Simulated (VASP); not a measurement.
Given:

```
TaO
1.0
    2.80507     0.00000     0.00000
   -1.40253     2.42926     0.00000
    0.00000     0.00000     6.33714
Ta O
2 2
Direct
  0.00000   0.00000   0.00000
  0.00000   0.00000   0.50000
  0.33333   0.66667   0.25000
  0.66667   0.33333   0.75000
```

Method: PBEsol GGA, VASP's PBE PAW potentials (set 64) (plane waves; VASP). Numerical set-up: 520 eV cut-off, Gaussian smearing of 0.050 eV, potentials Ta_pv O.

### Question
Give the energies of bands 10 to 20 at the high-symmetry points, in eV from the Fermi level.

### Answer

| band | Γ | M | K | A | L | H |
|---|---|---|---|---|---|---|
| 10 | -6.97 | -9.74 | -8.93 | -9.45 | -9.68 | -9.33 |
| 11 | -6.57 | -8.28 | -8.93 | -6.01 | -8.51 | -8.28 |
| 12 | -6.57 | -7.35 | -8.36 | -6.01 | -8.51 | -8.28 |
| 13 | -5.75 | -6.97 | -8.36 | -6.01 | -6.71 | -7.92 |
| 14 | -5.28 | -5.91 | -7.08 | -6.01 | -6.71 | -7.92 |
| 15 | -5.28 | -4.71 | -1.07 | -3.35 | -3.97 | -1.29 |
| 16 | -1.63 | -4.04 | -1.07 | -3.35 | -3.97 | -1.29 |
| 17 | -0.72 | 0.70 | -0.45 | -0.01 | 2.35 | 0.48 |
| 18 | -0.72 | 1.87 | -0.45 | -0.01 | 2.35 | 0.48 |
| 19 | -0.24 | 2.96 | 1.66 | -0.01 | 2.65 | 1.36 |
| 20 | 0.13 | 3.26 | 3.08 | -0.01 | 2.65 | 1.36 |

It has no gap at this level: it comes out as a metal or semimetal.

The structure was generated: TaO was put into the NiAs type type (P6_3/mmc), which need not be its known phase. It was relaxed first, which changed the volume by -33 %.
